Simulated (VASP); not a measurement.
Given:

```xyz
2
Lattice="2.8555 0.0000 0.0000 0.0000 2.8555 0.0000 0.0000 0.0000 3.5305" Properties=species:S:1:pos:R:3 pbc="T T T"
Cu     0.0000     0.0000     0.0000
Au     1.4278     1.4278     1.7652
```

Computed with r2SCAN+rVV10, VASP's PBE PAW potentials (set 64) (plane waves; VASP). Numerical set-up: 520 eV cut-off, 14×14×12 Γ-centred mesh, tetrahedra with Blöchl corrections, potentials Cu Au.

**Question.** Give the energies of bands 1 to 14 at the high-symmetry points, in eV from the Fermi level.

**Answer.** 
| band | Γ | X | M | Z | R | A |
|---|---|---|---|---|---|---|
| 1 | -10.22 | -7.12 | -7.48 | -8.15 | -7.35 | -6.88 |
| 2 | -6.94 | -5.76 | -6.12 | -6.59 | -6.98 | -6.18 |
| 3 | -6.80 | -5.72 | -6.12 | -5.92 | -4.97 | -6.18 |
| 4 | -4.44 | -4.80 | -6.11 | -4.17 | -4.62 | -3.69 |
| 5 | -4.44 | -4.49 | -2.08 | -4.17 | -4.08 | -3.43 |
| 6 | -3.51 | -3.64 | -2.02 | -3.61 | -2.81 | -3.43 |
| 7 | -2.91 | -3.19 | -1.96 | -3.40 | -2.19 | -3.36 |
| 8 | -2.28 | -3.16 | -1.91 | -3.18 | -1.99 | -2.31 |
| 9 | -1.87 | -2.65 | -1.48 | -2.57 | -1.69 | -2.07 |
| 10 | -1.64 | -2.41 | -1.48 | -2.57 | -1.66 | -1.91 |
| 11 | -1.64 | -1.14 | 0.32 | -2.40 | -1.07 | 5.56 |
| 12 | 3.08 | -0.56 | 0.32 | -2.23 | -1.05 | 5.66 |
| 13 | 9.63 | 10.51 | 4.77 | 14.46 | 2.66 | 5.66 |
| 14 | 9.76 | 10.66 | 6.97 | 14.85 | 4.89 | 6.00 |

It has no gap at this level: it comes out as a metal or semimetal.

The compound is CuAu in the L1_0 structure. It was relaxed first.
